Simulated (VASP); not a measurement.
Data:

```xyz
8
Lattice="10.7625 0.0000 0.0000 0.0000 3.8799 0.0000 0.0000 0.0000 4.2116" Properties=species:S:1:pos:R:3 pbc="T T T"
Ge     1.3029     0.9700     0.4213
Ge     9.4596     2.9099     3.7903
Ge     4.0783     2.9099     2.5271
Ge     6.6842     0.9700     1.6845
Se     9.2113     0.9700     2.0874
Se     1.5513     2.9099     2.1242
Se     6.9325     2.9099     4.1932
Se     3.8300     0.9700     0.0184
```

The numbers are results of PBEsol GGA, VASP's PBE PAW potentials (set 64) (plane waves; VASP), not measurements. Settings: 400 eV cut-off, 3×7×6 Γ-centred mesh, tetrahedra with Blöchl corrections, potentials Ge_d Se.

The cores are frozen, which limits the accuracy of field gradients. Without a dispersion term in the relaxation, distances and binding between the weakly bound layers, chains or molecules are unreliable, and so is what depends on them.

Q: Give the principal components of the electric field gradient (V/Å²) and the asymmetry η at each nucleus.

A: 
```tsv
atom	Vxx	Vyy	Vzz	η
Ge1	33.8	19.7	-53.5	0.26
Ge2	33.8	19.7	-53.5	0.26
Ge3	33.8	19.7	-53.5	0.26
Ge4	33.8	19.7	-53.5	0.26
Se5	41.0	32.9	-73.9	0.11
Se6	41.0	32.9	-73.9	0.11
Se7	41.0	32.9	-73.9	0.11
Se8	41.0	32.9	-73.9	0.11
```

The structure comes from a computed database's GeSe entry (Pnma); how it stands against other phases isn't given here. It was relaxed first, which changed the volume by -12 %.
